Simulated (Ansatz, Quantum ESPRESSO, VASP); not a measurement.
## One calculation of GdO, 3 ways

```
Gd O
1.0
     0.00000    2.70000    2.70000
     2.70000    0.00000    2.70000
     2.70000    2.70000    0.00000
Gd O
1 1
Direct
  0.00000 0.00000 0.00000
  0.75000 0.75000 0.75000
```

Alike in all runs: task single point; functional PBE; k mesh 9 × 9 × 9; occupations fermi-dirac, width 0.05 eV; collinear spin, ferromagnetic start; no spin-orbit coupling. Pressure is positive in compression and, in plane waves, holds the error of the finite cutoff, which Ansatz's Pulay term estimates and takes out.

```json
{"program and potentials": "Ansatz, Ansatz PAW", "plane-wave cutoff (eV)": "420", "notes": "Pulay term of +0.32 GPa included", "pressure (GPa)": "-0.64", "net moment per atom (μB)": "3.77"}
{"program and potentials": "Quantum ESPRESSO, SSSP 1.3 efficiency PBE", "plane-wave cutoff (eV)": "748", "notes": "-", "pressure (GPa)": "-0.34", "net moment per atom (μB)": "3.79"}
{"program and potentials": "VASP, PBE PAW files Gd, O, 520 eV", "plane-wave cutoff (eV)": "520", "notes": "-", "pressure (GPa)": "-0.57", "net moment per atom (μB)": "3.78"}
```

The pressure spans -0.64 (Ansatz, Ansatz PAW) to -0.34 GPa (Quantum ESPRESSO, SSSP 1.3 efficiency PBE). The net moment per atom spans 3.77 (Ansatz, Ansatz PAW) to 3.79 μB (Quantum ESPRESSO, SSSP 1.3 efficiency PBE). Runs that ended in another magnetic state (2) are left out. The state is the one that the start led to, which needn't be the lowest.

The functional is the same throughout but for its coding, so the spread measures potentials, basis and numerics; runs on potential files found faulty are left out.
